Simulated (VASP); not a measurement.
Consider the following.

```xyz
2
Lattice="0.0000 2.5343 2.5343 2.5343 0.0000 2.5343 2.5343 2.5343 0.0000" Properties=species:S:1:pos:R:3 pbc="T T T"
Gd     0.0000     0.0000     0.0000
N      2.5343     2.5343     2.5343
```

The numbers are results of optB88-vdW, VASP's PBE PAW potentials (set 64) (plane waves; VASP 6.6.1), not measurements. Settings: 520 eV cut-off, 9×9×9 Γ-centred mesh, Gaussian smearing of 0.050 eV, potentials Gd_3 N.

The 4f electrons are frozen in the core of the lanthanide potential, so 4f levels, which can set the real gap, and their magnetism are missing.

Task: Predict the energy per atom (σ→0), pressure.

Result: 
- energy per atom (σ→0): -6.213 eV/atom
- pressure: -8.35 GPa

Total energies compare only between runs with the same potentials, cut-off and functional.

The compound is GdN in the rock salt structure. This cell is one point of a volume scan, at 1.06 of the reference volume.
